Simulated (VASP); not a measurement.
Consider the following.

```
CELL_PARAMETERS angstrom
      2.49821     0.00000     0.00000
      0.00000     2.49821     0.00000
      0.00000     0.00000     2.49821
ATOMIC_POSITIONS crystal
  Tc 0.00000 0.00000 0.00000
```

Level of theory: PBEsol GGA, VASP's PBE PAW potentials (set 64) (plane waves; VASP). Run with 400 eV cut-off, Gaussian smearing of 0.050 eV, potentials Tc_pv.

Problem. Predict the band gap (along the path) with the smallest direct gap where there is one.

Solution. 
The band gap (along the path) comes out as none (metal, semimetal or under 0.01 eV).

The absolute energy has meaning only against runs of the same code, potentials and settings.

The structure was generated: Tc was put into the simple-cubic type (Pm-3m), which need not be its known phase. It was relaxed first.
